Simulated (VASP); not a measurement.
# MgO: lattice, stiffness and zone-centre modes

What lattice, stiffness and vibrations does MgO have at one level of theory? The starting structure is a measured crystal structure from the Crystallography Open Database. All runs use PBEsol.

Method: Kohn-Sham DFT with plane waves and PAW; PBEsol, in VASP 6.6.1.

### Step 1. Set-up

It takes space group Fm-3m (No. 225, cubic). Conventional cell: a = 4.212 Å, b = 4.212 Å, c = 4.212 Å, α = 90.00°, β = 90.00°, γ = 90.00°. Nearest to Mg lie 6 O at 2.11 Å. Nearest to O lie 6 Mg at 2.11 Å. Farther neighbours and most contacts between anions are not listed.

### Step 2. Relaxation

This run starts from the cell of an earlier relaxation, which isn't shown; the restart sets up the plane waves anew.

Input file INCAR:

```
SYSTEM = MgO
PREC = Accurate
ENCUT = 560
EDIFF = 1E-07
NELM = 100
ISMEAR = 0
SIGMA = 0.03
LREAL = .FALSE.
ALGO = Normal
GGA = PS
NBANDS = 10
LORBIT = 11
LWAVE = .FALSE.
LCHARG = .FALSE.
KPAR = 4
IBRION = 2
NSW = 50
ISIF = 3
EDIFFG = -0.002
```

Input file POSCAR:

```
MgO
1.0
    0.0000000000      2.1043476464      2.1043476464
    2.1043476464      0.0000000000      2.1043476464
    2.1043476464      2.1043476464      0.0000000000
Mg O
1 1
Direct
    0.0000000000      0.0000000000      0.0000000000
    0.5000000000      0.5000000000      0.5000000000
```

Input file KPOINTS:

```
Automatic mesh
0
Gamma
8 8 8
0 0 0
```

PAW data sets: Mg and O (PBE family, release 64).

Launch:

```sh
> mpirun -np 4 vasp_std
```

What it wrote:

```text
[banner, memory and clock lines left out]
running    4 mpi-ranks, on    1 nodes
 distrk:  each k-point on    1 cores,    4 groups
 distr:  one band on    1 cores,    1 groups

 POSCAR found type information on POSCAR MgO
 POSCAR found :  2 types and       2 ions
|                                                                             |
|               ----> ADVICE to this user running VASP <----                  |
|                                                                             |
|     You enforced a specific xc type in the INCAR file but a different       |
|     [... a line on the potential file left out ...]
|     I HOPE YOU KNOW WHAT YOU ARE DOING!                                     |
|                                                                             |

 LDA part: xc-table for (Slater+PW92), standard interpolation
 POSCAR, INCAR and KPOINTS ok, starting setup
 FFT: planning ... GRIDC
 FFT: planning ... GRID_SOFT
 FFT: planning ... GRID
 WAVECAR not read
 entering main loop
       N       E                     dE             d eps       ncg     rms          rms(c)
DAV:   1     0.125033951370E+02    0.12503E+02   -0.49193E+03   660   0.754E+02
DAV:   2    -0.133492399726E+02   -0.25853E+02   -0.25411E+02   674   0.142E+02
DAV:   3    -0.138978294342E+02   -0.54859E+00   -0.54771E+00   676   0.178E+01
DAV:   4    -0.138992116707E+02   -0.13822E-02   -0.13822E-02   636   0.101E+00
DAV:   5    -0.138992158848E+02   -0.42141E-05   -0.42141E-05   658   0.567E-02    0.667E+00
DAV:   6    -0.125510387828E+02    0.13482E+01   -0.78648E+00   586   0.166E+01    0.220E+00
DAV:   7    -0.125273028906E+02    0.23736E-01   -0.44503E-02   620   0.215E+00    0.129E+00
DAV:   8    -0.125139221116E+02    0.13381E-01   -0.22391E-02   584   0.187E+00    0.194E-01
DAV:   9    -0.125137409576E+02    0.18115E-03   -0.20654E-04   656   0.113E-01    0.132E-01
DAV:  10    -0.125136819224E+02    0.59035E-04   -0.35181E-04   626   0.156E-01    0.605E-03
DAV:  11    -0.125136828206E+02   -0.89816E-06   -0.40935E-06   622   0.155E-02    0.324E-03
DAV:  12    -0.125136833331E+02   -0.51259E-06   -0.96313E-08   468   0.376E-03    0.411E-04
DAV:  13    -0.125136833960E+02   -0.62890E-07   -0.12250E-08   332   0.926E-04
   1 F= -.12513683E+02 E0= -.12513683E+02  d E =-.125137E+02
 curvature:   0.00 expect dE= 0.000E+00 dE for cont linesearch  0.000E+00
 trial: gam= 0.00000 g(F)=  0.458E-65 g(S)=  0.114E-05 ort = 0.000E+00 (trialstep = 0.100E+01)
 search vector abs. value=  0.114E-05
 reached required accuracy - stopping structural energy minimisation
```

It took 4.4 s on 4 MPI ranks of Intel Xeon Platinum 8488C (Sapphire Rapids), shared host; peak memory 0.5 GiB; 5.4 s of CPU time.

Lines that name or quote the potential files are left out of all logs, and their timing lines are given in words.

OUTCAR, selected parts (step 2):

```text
ion  position               nearest neighbor table
   1  0.000  0.000  0.000-   2 2.10   2 2.10   2 2.10   2 2.10   2 2.10   2 2.10
   2  0.500  0.500  0.500-   1 2.10   1 2.10   1 2.10   1 2.10   1 2.10   1 2.10

  LATTYP: Found a face centered cubic cell.
 ALAT       =     4.2086952928

 Subroutine GETGRP returns: Found 48 space group operations
 (whereof 48 operations were pure point group operations)

The static configuration has the point symmetry O_h .

 Found     29 irreducible k-points:

   k-points           NKPTS =     29   k-points in BZ     NKDIM =     29   number of bands    NBANDS=     10

   dimension x,y,z NGX =    24 NGY =   24 NGZ =   24
   dimension x,y,z NGXF=    48 NGYF=   48 NGZF=   48

   ENCUT  =  560.0 eV  41.16 Ry    6.42 a.u.   5.74  5.74  5.74*2*pi/ulx,y,z

   NELECT =       8.0000    total number of electrons

 k-points in reciprocal lattice and weights: Automatic mesh
   0.00000000  0.00000000  0.00000000       0.002
   0.12500000  0.00000000  0.00000000       0.016
   0.25000000  0.00000000  0.00000000       0.016
   0.37500000  0.00000000  0.00000000       0.016
   0.50000000  0.00000000  0.00000000       0.008
   0.12500000  0.12500000  0.00000000       0.012
   0.25000000  0.12500000  0.00000000       0.047
   0.37500000  0.12500000  0.00000000       0.047
   0.50000000  0.12500000  0.00000000       0.047
[...]
-0.37500000  0.50000000  0.12500000       0.023
  -0.25000000  0.50000000  0.25000000       0.012

 average (electrostatic) potential at core
       1 -34.6442       2 -69.5475

 E-fermi :   3.2683

 k-point     1 :       0.0000    0.0000    0.0000
  band No.  band energies     occupation
      1     -14.1334      2.00000
      2       3.0846      2.00000
      3       3.0846      2.00000
      4       3.0846      2.00000
      5       7.7426      0.00000
      6      18.7310      0.00000
      7      18.7310      0.00000
      8      18.7310      0.00000
      9      22.5796      0.00000
    ...

 k-point     2 :       0.1250    0.0000    0.0000
  band No.  band energies     occupation
      1     -13.9666      2.00000
      2       2.1133      2.00000
      3       2.9793      2.00000
      4       2.9793      2.00000
      5       8.6629      0.00000
      6      17.0383      0.00000
      7      19.0938      0.00000
      8      19.0938      0.00000
      9      23.5056      0.00000
    ...

 k-point     3 :       0.2500    0.0000    0.0000
  band No.  band energies     occupation
      1     -13.5317      2.00000
      2       0.3838      2.00000
      3       2.7369      2.00000
      4       2.7369      2.00000
      5      10.0950      0.00000
      6      15.5129      0.00000
      7      19.6060      0.00000
      8      19.6060      0.00000
      9      23.1057      0.00000
    ...

  Total        0.0039750      0.0039750      0.0039750      0.0000000      0.0000000      0.0000000
  in kB        0.3417131      0.3417131      0.3417131      0.0000000      0.0000000      0.0000000
  external PRESSURE =       0.3417131 kB  Pullay stress =       0.0000000 kB

  energy-cutoff  :      560.00
  volume of cell :       18.64
      direct lattice vectors                 reciprocal lattice vectors
     0.000000000  2.104347646  2.104347646    -0.237603326  0.237603326  0.237603326
     2.104347646  0.000000000  2.104347646     0.237603326 -0.237603326  0.237603326
     2.104347646  2.104347646  0.000000000     0.237603326  0.237603326 -0.237603326

 POSITION                                       TOTAL-FORCE (eV/Angst)
 -----------------------------------------------------------------------------------
      0.00000      0.00000      0.00000        -0.000000     -0.000000      0.000000
      2.10435      2.10435      2.10435         0.000000      0.000000      0.000000
 -----------------------------------------------------------------------------------
    total drift:                               -0.000000     -0.000000      0.000000

  FREE ENERGIE OF THE ION-ELECTRON SYSTEM (eV)
  ---------------------------------------------------
  free  energy   TOTEN  =       -12.5136833960 eV

  energy  without entropy=      -12.5136833960  energy(sigma->0) =      -12.51368340

 reached required accuracy - stopping structural energy minimisation

 total charge
# of ion       s       p       d       tot
------------------------------------------
    1        0.150   0.182   0.080   0.413
    2        1.535   3.543   0.000   5.078
--------------------------------------------------
tot          1.685   3.725   0.080   5.491

[... 3 further parts left out ...]
```

The PAW data sets were made with PBE, which is usual practice but a small mismatch for other functionals. The run keeps the 48 symmetry operations of its start, so it cannot find a distortion of lower symmetry.

The relaxed cell holds 9.319 Å³ an atom, with a = 4.209 Å (-0.1 % against the database cell). Pressures at 0.985 and 1.015 times this volume, from two more relaxations that aren't shown, give a bulk modulus of 161.5 GPa.

### Step 3. Elastic constants

Input file INCAR:

```
SYSTEM = MgO
PREC = Accurate
ENCUT = 800
EDIFF = 1E-08
NELM = 100
ISMEAR = 0
SIGMA = 0.03
LREAL = .FALSE.
ALGO = Normal
GGA = PS
NBANDS = 10
LORBIT = 11
LWAVE = .FALSE.
LCHARG = .FALSE.
KPAR = 4
IBRION = 6
NFREE = 2
POTIM = 0.015
ISIF = 3
NSW = 1
```

POSCAR is that of step 2.

Input file KPOINTS:

```
Automatic mesh
0
Gamma
10 10 10
0 0 0
```

Launch:

```sh
> mpirun -np 4 vasp_std
```

What it wrote:

```text
[banner, memory and clock lines left out]
running    4 mpi-ranks, on    1 nodes
[...]
[... a notice as in an earlier step ...]

 LDA part: xc-table for (Slater+PW92), standard interpolation
 POSCAR, INCAR and KPOINTS ok, starting setup
[...]
entering main loop
       N       E                     dE             d eps       ncg     rms          rms(c)
DAV:   1     0.271665771476E+02    0.27167E+02   -0.60827E+03  1004   0.102E+03
DAV:   2    -0.129071473814E+02   -0.40074E+02   -0.39265E+02  1096   0.172E+02
DAV:   3    -0.139009531517E+02   -0.99381E+00   -0.99223E+00  1098   0.261E+01
DAV:   4    -0.139037079161E+02   -0.27548E-02   -0.27547E-02  1056   0.147E+00
[...]
DAV:  12    -0.125191101063E+02    0.89539E-07   -0.11613E-07  1036   0.365E-03    0.449E-04
DAV:  13    -0.125191100779E+02    0.28338E-07   -0.13964E-08   578   0.874E-04    0.597E-05
DAV:  14    -0.125191100728E+02    0.51022E-08   -0.31436E-10   522   0.169E-04
   1 F= -.12519110E+02 E0= -.12519110E+02  d E =-.176727E-31
[... from here on, the cycles between the ionic steps are left out ...]
   2 F= -.12515525E+02 E0= -.12515525E+02  d E =-.380393E-35
   3 F= -.12514783E+02 E0= -.12514783E+02  d E =-.226798E-13
   4 F= -.12515525E+02 E0= -.12515525E+02  d E =-.380535E-35
   5 F= -.12514783E+02 E0= -.12514783E+02  d E =-.226786E-13
   6 F= -.12515525E+02 E0= -.12515525E+02  d E =-.380012E-35
   7 F= -.12514783E+02 E0= -.12514783E+02  d E =-.226803E-13
   8 F= -.12517188E+02 E0= -.12517188E+02  d E =-.202529E-24
   9 F= -.12517188E+02 E0= -.12517188E+02  d E =-.200541E-24
  10 F= -.12517188E+02 E0= -.12517188E+02  d E =-.202379E-24
  11 F= -.12517188E+02 E0= -.12517188E+02  d E =-.199353E-24
  12 F= -.12517188E+02 E0= -.12517188E+02  d E =-.202139E-24
  13 F= -.12517188E+02 E0= -.12517188E+02  d E =-.198696E-24
  14 F= -.12518496E+02 E0= -.12518496E+02  d E =-.149472E-31
  15 F= -.12518496E+02 E0= -.12518496E+02  d E =-.149396E-31
  16 F= -.12518496E+02 E0= -.12518496E+02  d E =-.149270E-31
  17 F= -.12518496E+02 E0= -.12518496E+02  d E =-.149197E-31
 Finite differences progress:
  Degree of freedom:   8/  8
  Displacement:        2/  2
  Total:              16/ 16
```

Elapsed: 98 s, on 4 MPI ranks; peak memory 1.2 GiB; 6.3 min of CPU time.

OUTCAR, selected parts (step 3):

```text
  Total        0.0176558      0.0081004      0.0081004      0.0000000      0.0000000      0.0000000
  in kB        1.5178001      0.6963644      0.6963644      0.0000000      0.0000000      0.0000000
  external PRESSURE =       0.9701763 kB  Pullay stress =       0.0000000 kB

 POSITION                                       TOTAL-FORCE (eV/Angst)
 -----------------------------------------------------------------------------------
      0.00000      0.00000      0.00000        -0.081959      0.000000      0.000000
      2.08935      2.10435      2.10435         0.081959      0.000000      0.000000
 -----------------------------------------------------------------------------------
    total drift:                               -0.000075      0.000000      0.000000

  FREE ENERGIE OF THE ION-ELECTRON SYSTEM (eV)
  ---------------------------------------------------
  free  energy   TOTEN  =       -12.5184961903 eV

  energy  without entropy=      -12.5184961903  energy(sigma->0) =      -12.51849619

[... 3 further parts left out ...]
[key lines of the parts left out:]
E-fermi :   3.3186
```

The last energy, forces and stress in OUTCAR belong to the last displaced cell, not to that of POSCAR.

The elastic tensor has C11 = 302.5, C12 = 92.4, C44 = 146.9 GPa; its Hill averages are a bulk modulus of 162.4 and a shear modulus of 128.5 GPa.

### Step 4. Modes of the relaxed cell

Input file INCAR:

```
SYSTEM = MgO
PREC = Accurate
ENCUT = 560
EDIFF = 1E-08
NELM = 100
ISMEAR = 0
SIGMA = 0.03
LREAL = .FALSE.
ALGO = Normal
GGA = PS
NBANDS = 10
LORBIT = 11
LWAVE = .FALSE.
LCHARG = .FALSE.
KPAR = 4
IBRION = 8
LEPSILON = .TRUE.
LPEAD = .TRUE.
ISIF = 2
```

POSCAR is that of step 3.

Input file KPOINTS:

```
Automatic mesh
0
Gamma
18 18 18
0 0 0
```

Launch:

```sh
> mpirun -np 4 vasp_std
```

What it wrote:

```text
[... set-up lines as in an earlier step ...]
 entering main loop
       N       E                     dE             d eps       ncg     rms          rms(c)
DAV:   1     0.151850453623E+02    0.15185E+02   -0.49476E+03  4452   0.763E+02
DAV:   2    -0.132944927885E+02   -0.28480E+02   -0.27425E+02  4496   0.145E+02
DAV:   3    -0.138977997462E+02   -0.60331E+00   -0.60290E+00  4546   0.194E+01
DAV:   4    -0.138991949247E+02   -0.13952E-02   -0.13951E-02  4342   0.105E+00
[...]
DAV:  13    -0.125136795173E+02   -0.62109E-07   -0.13178E-08  2360   0.865E-04    0.488E-05
DAV:  14    -0.125136795057E+02    0.11587E-07   -0.20341E-10  2154   0.141E-04    0.287E-05
DAV:  15    -0.125136795062E+02   -0.54274E-09   -0.86483E-11  2090   0.601E-05
   1 F= -.12513680E+02 E0= -.12513680E+02  d E =-.462801E-13
 Linear response reoptimize wavefunctions to high precision
DAV:   1    -0.125136795059E+02    0.31235E-09   -0.30846E-12  2218   0.171E-05
DAV:   2    -0.125136795059E+02   -0.14211E-10   -0.69123E-13  2092   0.405E-06
 Linear response to external field (no local field effect), progress :
[...]
RMM:   9    -0.193557974470E-02   -0.89319E-09   -0.51351E-12 14211   0.349E-06    0.510E-07
 first order change of Fermi-energy  -0.46864E-04
 force on displaced ion       1 direction 1 :  -5.487   0.000   0.000
 Born effective charge ion    1 direction 1 :   1.965   0.000   0.000
 Linear response progress:
  Degree of freedom:   2/  2
       N       E                     dE             d eps       ncg     rms          rms(c)
RMM:   1    -0.353932152439E+00   -0.35393E+00    0.38673E-01 17334   0.426E+00
RMM:   2    -0.354113723285E+00   -0.18157E-03   -0.18301E-03 15223   0.348E-01    0.126E-01
RMM:   3    -0.355552267366E+00   -0.14385E-02   -0.31784E-04 14592   0.132E-01    0.694E-02
RMM:   4    -0.357697976412E+00   -0.21457E-02   -0.33298E-04 13826   0.139E-01    0.186E-02
[...]
RMM:   9    -0.357695515662E+00   -0.88907E-07   -0.29450E-10 16830   0.437E-05    0.342E-06
RMM:  10    -0.357695493455E+00    0.22207E-07   -0.28333E-10 14954   0.789E-06    0.826E-07
RMM:  11    -0.357695493884E+00   -0.42967E-09   -0.28926E-10 10196   0.637E-06    0.850E-08
 first order change of Fermi-energy   0.12444E-02
 force on displaced ion       2 direction 1 :  -5.507   0.000   0.000
 Born effective charge ion    2 direction 1 :  -1.965   0.000   0.000
 Born effective charges drift removed
 Linear response finished
```

Elapsed: 72 s, on 4 MPI ranks; peak memory 2.4 GiB; 4.5 min of CPU time.

From OUTCAR (step 4):

```text
  Total        0.0042062      0.0042062      0.0042062      0.0000000      0.0000000     -0.0000000
  in kB        0.3615895      0.3615895      0.3615895      0.0000000      0.0000000     -0.0000000
  external PRESSURE =       0.3615895 kB  Pullay stress =       0.0000000 kB

 POSITION                                       TOTAL-FORCE (eV/Angst)
 -----------------------------------------------------------------------------------
      0.00000      0.00000      0.00000         0.000000      0.000000     -0.000000
      2.10435      2.10435      2.10435         0.000000      0.000000      0.000000
 -----------------------------------------------------------------------------------
    total drift:                               -0.000000     -0.000000      0.000000

 MACROSCOPIC STATIC DIELECTRIC TENSOR (including local field effects in DFT)
 ------------------------------------------------------
           3.160930    -0.000000     0.000000
           0.000000     3.160930    -0.000000
           0.000000     0.000000     3.160930
 ------------------------------------------------------

 MACROSCOPIC STATIC DIELECTRIC TENSOR IONIC CONTRIBUTION
 ------------------------------------------------------
           6.820465     0.000000     0.000000
           0.000000     6.820465    -0.000000
           0.000000    -0.000000     6.820465
 ------------------------------------------------------

[... 1 part as in an earlier step ...]

[... 1 further part left out ...]
```

The zone-centre modes at 9.319 Å³ an atom are T1u 393.7 cm⁻¹.

(Part 1 of 2 ends here.)

[Lines on the potential files, build, host, timing and source positions are cut from VASP's logs without a mark.]

[Logs are printed without paths, hosts, clocks, repeated set-up lines and the standing remarks that a program may print on its own settings, such as how far it seeks lower states.]

[Hosts, paths, dates, database ids (printed as entryN), source tags and the programs' standing remarks are cut or masked in the printed files.]
